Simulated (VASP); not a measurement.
PbSe: relaxation of cell and atoms with LDA

The system is PbSe.

```
Pb Se
1.0
     0.00000    3.06000    3.06000
     3.06000    0.00000    3.06000
     3.06000    3.06000    0.00000
Pb Se
1 1
Direct
  0.00000 0.00000 0.00000
  0.50000 0.50000 0.50000
```

The cell was built by a generator and needn't be a form met in nature.

```yaml
Program: VASP 6.6.1
Task: relaxation of cell and atoms
Functional: LDA
Potentials_or_basis: VASP PAW LDA potentials, release 64 (Pb_d, Se)
Cutoff: 600 eV
k_mesh: 10 × 10 × 10
Occupations: gaussian, width 0.02 eV
Spin: no spin polarisation
Further_INCAR_settings: ALGO = Normal; EDIFF = 1e-06; IBRION = 2; EDIFFG = -0.005; NSW = 60; ISIF = 3
```

```
Relaxed volume                         : 27.64 Å³/atom
Relaxed cell                           : a = 4.276 Å, b = 4.276 Å, c = 4.276 Å, α = 60.00°, β = 60.00°, γ = 60.00°
Space group after relaxing (to 0.05 Å) : Fm-3m (No. 225)
Energy gained by relaxing              : 6.2 meV/atom
Ionic steps                            : 3
Pressure after relaxing                : 0.0 GPa
Band gap on the k mesh                 : 0.04 eV, direct
```

Step by step:
| step | energy change (eV) | largest force (eV/Å) | pressure (GPa) | volume (Å³) |
| --- | --- | --- | --- | --- |
| 1 | 0.0000 | 0.0000 | -1.94 | 57.31 |
| 2 | -0.0104 | 0.0000 | 0.84 | 54.48 |
| 3 | -0.0125 | 0.0000 | 0.00 | 55.28 |

Final structure:
```yaml
crystal:
  lattice:
    - [0.00000, 3.02359, 3.02359]
    - [3.02359, 0.00000, 3.02359]
    - [3.02359, 3.02359, 0.00000]
  atoms:
    - { symbol: Pb, position: [0.00000, 0.00000, 0.00000] }
    - { symbol: Se, position: [0.50000, 0.50000, 0.50000] }
```

Levels at points of the mesh, in eV from the valence-band top:
```csv
k point,band 8,band 9,band 10,band 11,band 12,band 13
"(0.00, 0.00, 0.00)",-2.07,-2.07,-2.07,4.65,4.65,4.65
"(0.50, 0.00, 0.00)",-1.62,-1.62,0.00,0.04,1.49,1.49
"(0.50, 0.50, 0.00)",-5.36,-3.51,-3.51,3.42,5.61,5.61
```

It took 35 s on 1 thread of Intel(R) Xeon(R) 6975P-C (Granite Rapids), on a shared host, peak memory 0.2 GiB.

Caveat: spin-orbit coupling is left out, which as a rule narrows the gap of such compounds by several tenths of an eV. A k mesh can miss the band edges.
